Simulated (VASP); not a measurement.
## Sb2Se3 (relaxed from the A-La2O3 structure, space group P-3m1): computed properties

Calculation: PBEsol GGA, VASP's PBE PAW potentials (set 64) (plane waves; VASP).

```json
{
  "space_group": "P-3m1 (164)",
  "cell": "a = b = 4.0026 Å, c = 9.8229 Å, α = β = 90.00°, γ = 120.00°",
  "volume_per_atom": "27.26 Å³/atom",
  "band gap (over mesh and band path)": "none (metal, semimetal or under 0.01 eV)",
  "band_gap_with_spin_orbit_coupling": "0.08 eV",
  "density": "5.85 g/cm³"
}
```

Space group P-3m1 (No. 164); a = b = 4.003 Å, c = 9.823 Å, α = β = 90.00°, γ = 120.00°

```json
[
 {"atom": "Sb", "site": "2d", "symmetry": "3m.", "x": "0.3333", "y": "0.6667", "z": "0.1892"},
 {"atom": "Se", "site": "1a", "symmetry": "-3m.", "x": "0.0000", "y": "0.0000", "z": "0.0000"},
 {"atom": "Se", "site": "2d", "symmetry": "3m.", "x": "0.6667", "y": "0.3333", "z": "0.3480"}
]
```

Unless said otherwise, spin-orbit coupling is left out, though it shifts the bands of the heavy elements here.

The structure was generated: Sb2Se3 was put into the A-La2O3 type (P-3m1), which need not be its known phase. It was relaxed first, which changed the volume by +8 %. Symmetry was kept, so distortions that lower it aren't found.
